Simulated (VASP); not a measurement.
Here is the system:

```xyz
2
Lattice="1.4659 -2.5391 0.0000 1.4659 2.5391 0.0000 0.0000 0.0000 5.5154" Properties=species:S:1:pos:R:3 pbc="T T T"
Cd     1.4659     0.8464     1.3789
Cd     1.4659    -0.8464     4.1366
```

These are r2SCAN meta-GGA, VASP's PBE PAW potentials (set 64) (plane waves; VASP) values and carry that method's errors. Run with 520 eV cut-off, 14×14×7 Γ-centred mesh, first-order Methfessel-Paxton smearing of 0.10 eV, potentials Cd.

Task: The ions and cell shape at fixed volume are relaxed. Predict the relaxed structure.

Result: 
```xyz
2
Lattice="1.4999 -2.5978 0.0000 1.4999 2.5978 0.0000 0.0000 0.0000 5.2688" Properties=species:S:1:pos:R:3 pbc="T T T"
Cd     1.4999     0.8659     1.3172
Cd     1.4999    -0.8659     3.9516
```
Space group P6_3/mmc (194), at a tolerance of 0.03 Å.

Task: How much energy does the relaxation gain?

Result: The energy (σ→0) changes by -5.5 meV/atom, in 7 ionic steps.

| step | E(σ→0) (eV) | max force (eV/Å) | pressure (GPa) | volume (Å³) |
|---|---|---|---|---|
| 1 | -40.1473 | 0.000 | 4.55 | 41.06 |
| 2 | -40.1502 | 0.000 | 4.32 | 41.06 |
| 3 | -40.1569 | 0.000 | 3.63 | 41.06 |
| 4 | -40.1573 | 0.000 | 3.47 | 41.06 |
| 5 | -40.1581 | 0.000 | 3.35 | 41.06 |
| 6 | -40.1534 | 0.000 | 3.16 | 41.06 |
| 7 | -40.1582 | 0.000 | 3.32 | 41.06 |

The compound is Cd in the hcp structure. This cell is one point of a volume scan, at 0.94 of the reference volume. Symmetry was kept, so distortions that lower it aren't found.
